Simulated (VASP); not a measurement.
Set up this calculation in VASP 6.6.1, as the native input.

* Task: single point
* Functional: PBE
* Potentials or basis: VASP PAW PBE potentials, release 64 (Bi_d, B)
* Cutoff: 520 eV
* k mesh: 8 × 8 × 8
* Occupations: methfessel-paxton, width 0.0325 eV
* Spin: non-collinear spin, zero start, spin-orbit coupling
* Starting moments: [[0.0, 0.0, 0.0], [0.0, 0.0, 0.0]] μB
* Dipole correction: no
* Further INCAR settings: ALGO = Normal; EDIFF = 1e-06; NBANDS = 30

The structure of BiB lies in POSCAR:

```
BiB
1.0
    0.0000000000      2.7349830000      2.7349830000
    2.7349830000      0.0000000000      2.7349830000
    2.7349830000      2.7349830000      0.0000000000
Bi B
1 1
Direct
    0.0000000000      0.0000000000      0.0000000000
    0.5000000000      0.5000000000      0.5000000000
```

The cell was built by a generator and needn't be a form met in nature.

One way to write it, as run:

INCAR

```
PREC = Accurate ; ENCUT = 520
EDIFF = 1E-6 ; ISMEAR = 1
SIGMA = 0.0325 ; LREAL = F
LASPH = T ; NELM = 150
ALGO = Normal ; ISIF = 2
LWAVE = F ; LCHARG = T
MAGMOM = 0 0 0 0 0 0 ; LORBIT = 11
LSORBIT = T ; GGA_COMPAT = F
LORBMOM = T ; GGA = PE
LVHAR = T ; NBANDS = 30
```

KPOINTS

```
regular mesh
0
Gamma
  8 8 8
```

Potentials or basis: VASP PAW PBE potentials, release 64 (Bi_d, B).

Command:

```sh
$ cat potpaw_PBE.64/Bi_d/POTCAR potpaw_PBE.64/B/POTCAR > POTCAR
$ mpirun -np 1 vasp_ncl > vasp.out
```

Results of the run:

| Quantity | Value |
| --- | --- |
| Pressure | -6.0 GPa |
| Net moment | 0.00 μB per cell |
| Valence electrons inside the program's atomic spheres | Bi 12.73; B 1.51 |

It took 67 s on 1 thread of Intel(R) Xeon(R) Platinum 8488C (Sapphire Rapids), with other jobs on the host, peak memory 0.29 GiB.
